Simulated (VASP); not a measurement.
# SiO2: what each functional gives, and what it costs, part 4 of 4

Wanted: bands and gap of SiO2 from one functional after another. LASPH is on for some levels and off for others; the table marks which. The start is a cell from a database of measured crystal structures.

VASP 6.6.1, plane waves and PAW; the level of theory is named at each step.

So far, least gap on mesh and path (eV): step 2 (bands, level LDA) 5.74; step 3 (bands, level PBE) 5.99; step 4 (bands, level r2SCAN) 6.64; step 5 (bands, level TB-mBJ) 8.62; step 6 (bands, level BLYP) 6.06.

### Step 8. Bands with HSE06

This step: HSE06; plane waves and PAW (Si, O) (VASP 6.6.1).

HSE06 mixes in a quarter of exact exchange at short range, at far higher cost; in semiconductors this cures much of the gap error, while metals seldom gain.

Contents of INCAR:

```
SYSTEM = SiO2
PREC = Accurate
ENCUT = 520
EDIFF = 1E-06
NELM = 100
ISMEAR = 0
SIGMA = 0.02
LREAL = .FALSE.
ALGO = Normal
LHFCALC = .TRUE.
AEXX = 0.25
GGA = PE
HFSCREEN = 0.2
LASPH = .TRUE.
NBANDS = 33
PRECFOCK = Fast
LORBIT = 11
LWAVE = .FALSE.
LCHARG = .FALSE.
KPAR = 2
```

Contents of POSCAR:

```
SiO2
1.0
    4.9163600000      0.0000000000      0.0000000000
   -2.4581800000      4.2576926541      0.0000000000
    0.0000000000      0.0000000000      5.4084000000
Si O
3 6
Direct
    0.4697300000      0.0000000000      0.6666666667
    0.0000000000      0.4697300000      0.3333333333
    0.5302700000      0.5302700000      0.0000000000
    0.4135400000      0.2675800000      0.7855800000
    0.7324200000      0.1459600000      0.4522466667
    0.8540400000      0.5864600000      0.1189133333
    0.2675800000      0.4135400000      0.2144200000
    0.1459600000      0.7324200000      0.5477533333
    0.5864600000      0.8540400000      0.8810866667
```

Contents of KPOINTS:

```
Automatic mesh
0
Gamma
3 3 3
0 0 0
```

Contents of KPOINTS_OPT:

```
Line mode
6
Line-mode
Reciprocal
  0.00000000   0.00000000   0.00000000 GAMMA
  0.50000000   0.00000000   0.00000000 M

  0.50000000   0.00000000   0.00000000 M
  0.33333333   0.33333333   0.00000000 K

  0.33333333   0.33333333   0.00000000 K
  0.00000000   0.00000000   0.00000000 GAMMA

  0.00000000   0.00000000   0.00000000 GAMMA
  0.00000000   0.00000000   0.50000000 A

  0.00000000   0.00000000   0.50000000 A
  0.50000000   0.00000000   0.50000000 L

  0.50000000   0.00000000   0.50000000 L
  0.33333333   0.33333333   0.50000000 H

  0.33333333   0.33333333   0.50000000 H
  0.00000000   0.00000000   0.50000000 A

  0.50000000   0.00000000   0.50000000 L
  0.50000000   0.00000000   0.00000000 M

  0.33333333   0.33333333   0.00000000 K
  0.33333333   0.33333333   0.50000000 H
```

Potentials, in the order of the species: Si and O (PBE family, release 64).

The WAVECAR or CHGCAR of an earlier step is read.

On the command line:

```
$ mpirun -np 8 vasp_std
```

Log:

```text
[banner, memory and clock lines left out]
running    8 mpi-ranks, on    1 nodes
[...]
|                                                                             |
|           W    W    AA    RRRRR   N    N  II  N    N   GGGG   !!!           |
|           W    W   A  A   R    R  NN   N  II  NN   N  G    G  !!!           |
|           W    W  A    A  R    R  N N  N  II  N N  N  G       !!!           |
|           W WW W  AAAAAA  RRRRR   N  N N  II  N  N N  G  GGG   !            |
|           WW  WW  A    A  R   R   N   NN  II  N   NN  G    G                |
|           W    W  A    A  R    R  N    N  II  N    N   GGGG   !!!           |
|                                                                             |
|     For optimal performance we recommend to set                             |
|       NCORE = 2 up to number-of-cores-per-socket                            |
|     NCORE specifies how many cores store one orbital (NPAR=cpu/NCORE).      |
|     This setting can greatly improve the performance of VASP for DFT.       |
[...]
DAV:   9    -0.876187834105E+02    0.20281E-05   -0.15026E-06   424   0.865E-03    0.850E-02
DAV:  10    -0.876187831281E+02    0.28240E-06   -0.68653E-07   392   0.619E-03
   1 F= -.87618783E+02 E0= -.87618783E+02  d E =-.580468E-31
 Start KPOINTS_OPT (optional k-point list driver)
k-point batch [1-7\54]
       N       E                     dE             ncg
DAV:   1     0.572765443487E+02   -0.43022E+04      504
DAV:   2    -0.235196368505E+04   -0.24092E+04      640
DAV:   3    -0.254509219861E+04   -0.19313E+03      624
DAV:   4    -0.254867199944E+04   -0.35798E+01      632
DAV:   5    -0.254870888085E+04   -0.36881E-01      648
DAV:   6    -0.254870940107E+04   -0.52022E-03      640
DAV:   7    -0.254870941089E+04   -0.98120E-05      608
DAV:   8    -0.254870941113E+04   -0.24340E-06      464
[...]
k-point batch [50-54\54]
       N       E                     dE             ncg
DAV:   1     0.246880411842E+04   -0.67015E+04      360
DAV:   2     0.740620661857E+03   -0.17282E+04      464
DAV:   3     0.606514457419E+03   -0.13411E+03      448
DAV:   4     0.604090545688E+03   -0.24239E+01      452
DAV:   5     0.604066434752E+03   -0.24111E-01      456
DAV:   6     0.604066138600E+03   -0.29615E-03      440
DAV:   7     0.604066133516E+03   -0.50844E-05      424
DAV:   8     0.604066133387E+03   -0.12943E-06      320
```

Run time: 4.6 min. Hardware: 8 MPI ranks of Intel Xeon 6975P-C (Granite Rapids), shared host; peak memory 2.5 GiB; 36 min of CPU time.

OUTCAR, selected parts (step 8):

```text
 POSITION                                       TOTAL-FORCE (eV/Angst)
 -----------------------------------------------------------------------------------
      2.30936      0.00000      3.60560         0.027768      0.000000     -0.000000
     -1.15468      1.99997      1.80280        -0.013884      0.024048     -0.000000
      1.30350      2.25773      0.00000        -0.013884     -0.024048     -0.000000
      1.37535      1.13927      4.24873        -0.012195      0.032635      0.031009
      3.24204      0.62145      2.44593        -0.022165     -0.026879      0.031009
      2.75714      2.49697      0.64313         0.034360     -0.005756      0.031009
      0.29896      1.76073      1.15967         0.034360      0.005756     -0.031009
     -1.08283      3.11842      2.96247        -0.012195     -0.032635     -0.031009
      0.78386      3.63624      4.76527        -0.022165      0.026879     -0.031009
 -----------------------------------------------------------------------------------
    total drift:                                0.000028      0.000061     -0.000002

  FREE ENERGIE OF THE ION-ELECTRON SYSTEM (eV)
  ---------------------------------------------------
  free  energy   TOTEN  =       -87.6187831281 eV

  energy  without entropy=      -87.6187831281  energy(sigma->0) =      -87.61878313

[... 1 part as in an earlier step ...]

[... 2 further parts left out ...]
[key lines of the parts left out:]
E-fermi :  -0.1091
```

The k-mesh is coarse for exact exchange; levels may shift by about 0.1 eV on a finer one.

The electronic bands at the labelled points (eV, zero at the valence-band top; v1 is the highest filled band, c1 the lowest empty one):

| point | v4 | v3 | v2 | v1 | c1 | c2 | c3 | c4 |
| --- | --- | --- | --- | --- | --- | --- | --- | --- |
| Γ | -1.06 | -0.73 | -0.33 | -0.33 | 7.85 | 11.28 | 11.28 | 11.79 |
| 0.60 of the way | -1.07 | -0.89 | -0.26 | -0.12 | 9.10 | 11.34 | 11.42 | 11.93 |
| M | -1.08 | -0.83 | -0.29 | -0.04 | 10.24 | 10.97 | 11.72 | 11.74 |
| 0.60 of the way | -1.18 | -0.63 | -0.36 | -0.01 | 10.51 | 11.06 | 11.58 | 12.05 |
| K | -1.30 | -0.47 | -0.47 | 0.00 | 10.92 | 10.92 | 11.42 | 12.44 |
| 0.60 of the way | -0.99 | -0.91 | -0.27 | -0.17 | 8.65 | 11.28 | 11.42 | 11.88 |
| Γ | -1.06 | -0.73 | -0.33 | -0.33 | 7.85 | 11.28 | 11.28 | 11.79 |
| 0.60 of the way | -1.17 | -0.51 | -0.20 | -0.09 | 8.71 | 10.97 | 11.10 | 11.25 |
| A | -1.26 | -0.23 | -0.23 | -0.10 | 9.88 | 9.88 | 10.93 | 11.79 |
| 0.40 of the way | -1.18 | -0.40 | -0.37 | -0.15 | 10.18 | 10.24 | 11.20 | 11.77 |
| L | -0.94 | -0.88 | -0.63 | -0.20 | 11.06 | 11.49 | 11.61 | 11.75 |
| 0.40 of the way | -0.90 | -0.90 | -0.65 | -0.30 | 11.09 | 11.58 | 11.67 | 11.80 |
| H | -0.98 | -0.80 | -0.62 | -0.62 | 11.20 | 11.75 | 11.75 | 12.14 |
| 0.60 of the way | -1.16 | -0.48 | -0.35 | -0.19 | 10.28 | 10.34 | 11.26 | 11.89 |
| A | -1.26 | -0.23 | -0.23 | -0.10 | 9.88 | 9.88 | 10.93 | 11.79 |
| jump to L | -0.94 | -0.88 | -0.63 | -0.20 | 11.06 | 11.49 | 11.61 | 11.75 |
| 0.40 of the way | -1.02 | -0.72 | -0.55 | -0.15 | 10.70 | 11.15 | 11.57 | 12.03 |
| M | -1.08 | -0.83 | -0.29 | -0.04 | 10.24 | 10.97 | 11.72 | 11.74 |
| jump to K | -1.30 | -0.47 | -0.47 | 0.00 | 10.92 | 10.92 | 11.42 | 12.44 |
| 0.60 of the way | -1.03 | -0.62 | -0.59 | -0.29 | 11.08 | 11.27 | 11.69 | 12.23 |
| H | -0.98 | -0.80 | -0.62 | -0.62 | 11.20 | 11.75 | 11.75 | 12.14 |

Of the projections kept (Si, O), the largest for each band there; the rest of the weight can lie on other orbitals:

| point | v4 | v3 | v2 | v1 | c1 | c2 | c3 | c4 |
| --- | --- | --- | --- | --- | --- | --- | --- | --- |
| Γ | O 0.97 | O 0.96 | O 0.99 | O 0.99 | O 0.72 | Si 0.65 | Si 0.66 | O 0.51 |
| M | O 0.99 | O 0.99 | O 0.99 | O 0.99 | O 0.69 | O 0.76 | Si 0.63 | Si 0.55 |
| K | O 0.99 | O 0.99 | O 0.99 | O 1.00 | O 0.72 | O 0.72 | O 0.67 | Si 0.61 |
| Γ | O 0.97 | O 0.96 | O 0.99 | O 0.99 | O 0.72 | Si 0.65 | Si 0.66 | O 0.51 |
| A | O 0.98 | O 0.98 | O 0.98 | O 0.99 | O 0.79 | O 0.79 | Si 0.95 | Si 0.72 |
| L | O 0.99 | O 0.96 | O 0.99 | O 1.00 | Si 0.54 | O 0.58 | O 0.80 | Si 0.56 |

The gap is 7.85 eV, indirect, from K to Γ. Against LDA that is +2.11 eV; this run took 11 times the core time, on fewer points of the path.

### Step 9. The ladder as a table

This step: ladder of functionals on one cell; plane waves and PAW (VASP 6.6.1).

No new run; the numbers come from the runs before.

A gap of 0 means none; cost is the wall time of each run, as given at its step, times its ranks, without the set-up around it; LASPH differs between rows, which moves results and costs too. Results by level, by row:

| level | gap (eV) | least direct gap (eV) | pressure (GPa) | cost (core minutes) | LASPH |
| --- | --- | --- | --- | --- | --- |
| LDA | 5.744 | 6.051 | 1.32 | 3.2 | off |
| PBE | 5.986 | 6.283 | 7.04 | 3.33 | off |
| r2SCAN | 6.638 | 6.934 | 1.66 | 9.87 | on |
| TB-mBJ | 8.622 | 8.839 | - | 5.6 | on |
| BLYP | 6.057 | 6.348 | 9.29 | 3.6 | off |
| HSE06 | 7.851 | 8.179 | - | 36.5 | on |

### Step 10. Outcome

| Property | Result |
| --- | --- |
| gap, LDA | 5.74 eV |
| gap, PBE | 5.99 eV |
| gap, r2SCAN | 6.64 eV |
| gap, TB-mBJ | 8.62 eV |
| gap, BLYP | 6.06 eV |
| gap, HSE06 | 7.85 eV |

In words: For SiO2 the functional decides between a gap of 5.74 eV (LDA) and 8.62 eV (TB-mBJ), while across these levels the cost spans a factor of 11. HSE06 moves the gap by +1.86 eV from PBE, at about 11 times the core time, though on fewer points of the path. TB-mBJ lands +0.77 eV from HSE06 at 15 % of its cost. All levels use one geometry and one mesh, kept coarse to afford the hybrids, so no gap here is fully converged. Costs come from a shared host, and the hybrids use PRECFOCK = Fast. These are single-particle gaps of a static lattice, without excitons or temperature. LASPH is on for some levels and off for others, so differences between them are not the functional's alone.

[Lines on the potential files, build, host, timing and source positions are cut from VASP's logs without a mark.]

[Logs are printed without paths, hosts, clocks, repeated set-up lines and the standing remarks that a program may print on its own settings, such as how far it seeks lower states.]

[Hosts, paths, dates, database ids (printed as entryN), source tags and the programs' standing remarks are cut or masked in the printed files.]

[A measured line is paired with the nearest computed mode of its activity, which favours agreement.]
